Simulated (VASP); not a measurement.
Output of a VASP run:

OUTCAR:
```
 ion  position               nearest neighbor table
   1  0.000  0.000  0.000-
  LATTYP: Found a body centered cubic cell.
 ALAT       =     3.1962568072
 Subroutine PRICEL returns:
 Original cell was already a primitive cell.
 Subroutine GETGRP returns: Found 48 space group operations
The static configuration has the point symmetry O_h .
The dynamic configuration has the point symmetry O_h .
 Subroutine INISYM returns: Found 48 space group operations
 Subroutine IBZKPT returns following result:
 Found    195 irreducible k-points:

 Following reciprocal coordinates:
            Coordinates               Weight
  0.000000  0.000000  0.000000      1.000000
  0.055556  0.000000  0.000000     12.000000
  0.111111  0.000000  0.000000     12.000000
  0.166667  0.000000  0.000000     12.000000
  0.222222  0.000000  0.000000     12.000000
  0.277778  0.000000  0.000000     12.000000
  0.333333  0.000000  0.000000     12.000000
  0.388889  0.000000  0.000000     12.000000
  0.444444  0.000000  0.000000     12.000000
  0.500000  0.000000  0.000000      6.000000
  0.055556  0.055556  0.000000     24.000000
  0.111111  0.055556  0.000000     48.000000
  0.166667  0.055556  0.000000     48.000000
  0.222222  0.055556  0.000000     48.000000
  0.277778  0.055556 -0.000000     48.000000
  0.333333  0.055556  0.000000     48.000000
  0.388889  0.055556 -0.000000     48.000000
  0.444444  0.055556 -0.000000     48.000000
  0.111111  0.111111  0.000000     24.000000
  0.166667  0.111111  0.000000     48.000000
  0.222222  0.111111  0.000000     48.000000
  0.277778  0.111111 -0.000000     48.000000
  0.333333  0.111111  0.000000     48.000000
  0.388889  0.111111  0.000000     48.000000
  0.444444  0.111111  0.000000     24.000000
  0.166667  0.166667  0.000000     24.000000
  0.222222  0.166667  0.000000     48.000000
  0.277778  0.166667  0.000000     48.000000
  0.333333  0.166667  0.000000     48.000000
  0.388889  0.166667  0.000000     48.000000
  0.222222  0.222222  0.000000     24.000000
  0.277778  0.222222 -0.000000     48.000000
  0.333333  0.222222  0.000000     48.000000
  0.388889  0.222222  0.000000     24.000000
  0.277778  0.277778  0.000000     24.000000
  0.333333  0.277778 -0.000000     48.000000
  0.333333  0.333333  0.000000      8.000000
  0.055556  0.055556  0.055556      8.000000
  0.111111  0.055556  0.055556     24.000000
  0.166667  0.055556  0.055556     24.000000
   k-points           NKPTS =    195   k-points in BZ     NKDIM =    195   number of bands    NBANDS=     11
   number of dos      NEDOS =    601   number of ions     NIONS =      1
   total plane-waves  NPLWV =  13824
   dimension x,y,z NGX =    24 NGY =   24 NGZ =   24
   dimension x,y,z NGXF=    48 NGYF=   48 NGZF=   48
   ions per type =               1
   PREC   = accura    normal or accurate (medium, high low for compatibility)
   ISTART =      0    job   : 0-new  1-cont  2-samecut
   ICHARG =      2    charge: 1-file 2-atom 10-const
   ISPIN  =      1    spin polarized calculation?
   LNONCOLLINEAR =      F non collinear calculations
   LSORBIT =      F    spin-orbit coupling
   INIWAV =      1    electr: 0-lowe 1-rand  2-diag
   ENCUT  =  520.0 eV  38.22 Ry    6.18 a.u.   5.15  5.15  5.15*2*pi/ulx,y,z
   NELM   =    100;   NELMIN=  2; NELMDL= -5     # of ELM steps
   EDIFF  = 0.1E-06   stopping-criterion for ELM
   LREAL  =      F    real-space projection
   NLSPLINE    = F    spline interpolate recip. space projectors
   LMAXMIX     =    6 max onsite mixed and CHGCAR
   VOSKOWN=      0    Vosko Wilk Nusair interpolation
   EDIFFG = 0.1E-05   stopping-criterion for IOM
   NSW    =      0    number of steps for IOM
   NBLOCK =      1;   KBLOCK =      1    inner block; outer block
   IBRION =     -1    ionic relax: 0-MD 1-quasi-New 2-CG
   NFREE  =      0    steps in history (QN), initial steepest desc. (CG)
...
```

**OSZICAR**
```
       N       E                     dE             d eps       ncg     rms          rms(c)
DAV:   1     0.788321283667E+02    0.78832E+02   -0.79556E+03  4290   0.145E+03
DAV:   2    -0.115067830002E+02   -0.90339E+02   -0.87651E+02  4656   0.336E+02
DAV:   3    -0.131212958620E+02   -0.16145E+01   -0.15987E+01  4928   0.444E+01
DAV:   4    -0.131301751162E+02   -0.88793E-02   -0.88856E-02  4625   0.357E+00
DAV:   5    -0.131302494267E+02   -0.74310E-04   -0.74322E-04  4843   0.332E-01    0.196E+01
DAV:   6    -0.126428978318E+02    0.48735E+00   -0.59644E-01  4554   0.103E+01    0.766E+00
DAV:   7    -0.125173181510E+02    0.12558E+00   -0.32258E-01  4725   0.714E+00    0.739E-01
DAV:   8    -0.125137642822E+02    0.35539E-02   -0.38305E-03  4416   0.927E-01    0.940E-02
DAV:   9    -0.125137947477E+02   -0.30466E-04   -0.18015E-04  4864   0.179E-01    0.475E-02
DAV:  10    -0.125137948080E+02   -0.60297E-07   -0.18278E-05  4632   0.620E-02    0.788E-03
DAV:  11    -0.125137962267E+02   -0.14187E-05   -0.25627E-07  4430   0.672E-03    0.651E-04
DAV:  12    -0.125137954211E+02    0.80560E-06   -0.97348E-09  2427   0.124E-03    0.849E-05
DAV:  13    -0.125137954376E+02   -0.16547E-07   -0.75903E-10  2256   0.424E-04
   1 F= -.12513795E+02 E0= -.12513795E+02  d E =0.000000E+00
```

OUTCAR:
```
------------------------ aborting loop because EDIFF is reached ----------------------------------------
  FORCE on cell =-STRESS in cart. coord.  units (eV):
  Direction    XX          YY          ZZ          XY          YZ          ZX
  --------------------------------------------------------------------------------------
  Total       -0.0236935     -0.0236935     -0.0236935     -0.0000000      0.0000000     -0.0000000
  in kB       -2.3251206     -2.3251206     -2.3251206     -0.0000000      0.0000000     -0.0000000
  external PRESSURE =      -2.3251206 kB  Pullay stress =       0.0000000 kB
  volume of cell :       16.33
      direct lattice vectors                 reciprocal lattice vectors
    -1.598128404  1.598128404  1.598128404     0.000000000  0.312865974  0.312865974
     1.598128404 -1.598128404  1.598128404     0.312865974  0.000000000  0.312865974
     1.598128404  1.598128404 -1.598128404     0.312865974  0.312865974  0.000000000
 POSITION                                       TOTAL-FORCE (eV/Angst)
 -----------------------------------------------------------------------------------
      0.00000      0.00000      0.00000        -0.000000      0.000000     -0.000000
 -----------------------------------------------------------------------------------
    total drift:                               -0.000000      0.000000      0.000000
  FREE ENERGIE OF THE ION-ELECTRON SYSTEM (eV)
  ---------------------------------------------------
  free  energy   TOTEN  =       -12.5137954376 eV

  energy  without entropy=      -12.5137954376  energy(sigma->0) =      -12.51379544

 total charge

# of ion       s       p       d       tot
------------------------------------------
    1        2.392   6.331   3.297  12.021
```
(Selected blocks of OUTCAR.)

**POSCAR**
```
W
1
   -1.5981284036     1.5981284036     1.5981284036
    1.5981284036    -1.5981284036     1.5981284036
    1.5981284036     1.5981284036    -1.5981284036
W
1
Direct
  0.0000000000   0.0000000000   0.0000000000
```

**Question.** Reconstruct the remaining input files.

**Answer.** One answer among several that fit: the input of the run itself, revPBE GGA, plane waves, VASP's PBE PAW potentials (set 64).

### KPOINTS
```
kpoints
0
Gamma
  18 18 18
```

**INCAR**
```
SYSTEM = W
PREC = Accurate
ENCUT = 520
EDIFF = 1E-7
NELM = 100
ALGO = Normal
LREAL = .FALSE.
LASPH = .TRUE.
ISMEAR = -5
GGA = RE
LMAXMIX = 6
LWAVE = .FALSE.
LCHARG = .TRUE.
LORBIT = 11
NEDOS = 601
ISIF = 2
```

POTCAR, in this order: W_sv (PBE.64 set). Program: vasp_std.

For a metal the tetrahedron method with Blöchl corrections gives inexact stress and forces.

The compound is W in the bcc structure. It was relaxed first.
